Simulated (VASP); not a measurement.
Consider the following.

```xyz
3
Lattice="2.2385 -3.8772 0.0000 2.2385 3.8772 0.0000 0.0000 0.0000 5.0541" Properties=species:S:1:pos:R:3 pbc="T T T"
Se     0.4960     0.8591     3.3694
Se     3.4849     0.0000     0.0000
Se     0.4960    -0.8591     1.6847
```

All values below come from PBE GGA, VASP's PBE PAW potentials (set 64) (plane waves; VASP 6.6.1). Run with 480 eV cut-off, 6×6×4 Γ-centred mesh, Gaussian smearing of 0.050 eV, potentials Se.

Without a dispersion term in the relaxation, distances and binding between the weakly bound layers, chains or molecules are unreliable, and so is what depends on them.

Each relaxation starts from this cell; other phases were not tried.

Task: The cell is relaxed at 10 GPa. What happens?

Result: The volume per atom goes from 29.24 to 20.92 Å³ (-28.5 %), and the cell becomes a = b = 3.747 Å, c = 5.162 Å, α = β = 90.00°, γ = 120.00°, space group P3_121. The gap on the mesh goes from 0.97 to 0.03 eV.

Task: The cell is relaxed at 15 GPa. What happens?

Result: The volume per atom goes from 29.24 to 19.75 Å³ (-32.5 %), and the cell becomes a = 3.6375 Å, b = 3.6375 Å, c = 5.1713 Å, α = 90.00°, β = 90.00°, γ = 120.00°, space group P3_121. The gap on the mesh, 0.97 eV at the start, closes.

Failed runs are left out, and for metals the shear rows, which the mesh's noise covers.

The compound is Se in the trig structure.
